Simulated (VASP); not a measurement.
VASP ran on this input.

**INCAR**
```
SYSTEM = CsBr
PREC = Accurate
ENCUT = 400
EDIFF = 1E-6
NELM = 100
ALGO = Normal
LREAL = .FALSE.
LASPH = .TRUE.
ISMEAR = 0
SIGMA = 0.05
GGA = PS
LMAXMIX = 4
LWAVE = .FALSE.
LCHARG = .FALSE.
ISIF = 2
```

File POSCAR:
```
CsBr
1
    4.2223850000     0.0000000000     0.0000000000
    0.0000000000     4.1885590000     0.0000000000
    0.0000000000     0.0000000000     4.3024850000
Cs Br
1 1
Direct
  0.0000000000   0.0000000000   0.0000000000
  0.5125570000   0.5000000000   0.5000000000
```

### KPOINTS
```
Automatic mesh
0
Gamma
6 6 6
0 0 0
```

POTCAR, in this order: Cs_sv Br (PBE.64 set). Program: vasp_std.

### Question
Translate this PBEsol calculation to Ansatz.

### Answer
One equivalent input (not run):
Ansatz 0.2 input:
```yaml
crystal:
  lattice:
    - [4.2223850, 0.0000000, 0.0000000]
    - [0.0000000, 4.1885590, 0.0000000]
    - [0.0000000, 0.0000000, 4.3024850]
  atoms:
    - { symbol: Cs, position: [0.0000000, 0.0000000, 0.0000000] }
    - { symbol: Br, position: [0.5125570, 0.5000000, 0.5000000] }
kpoints:
  mp_grid: { grid: [6, 6, 6] }
hamiltonian:
  xc: pbesol
  pseudopotentials: { kind: paw }
scf:
  occupations: { method: gaussian, width: 0.05 }
  max_iter: 100
output: { forces: true, stress: true, eigenvalues: true }
```
What does not carry over: each code has its own PAW files, so the cut-off isn't converted (ENCUT is set for VASP's; basis.ecutwfc is left out, and Ansatz then takes the one that its files recommend); Ansatz stops its SCF on the density residual and VASP on the energy change (EDIFF).

The compound is CsBr in the CsCl type structure. The cell was not relaxed at this level, atoms are displaced from their ideal sites. The run is one of a series of settings (GGA = PS against the base run), some of them coarse on purpose.
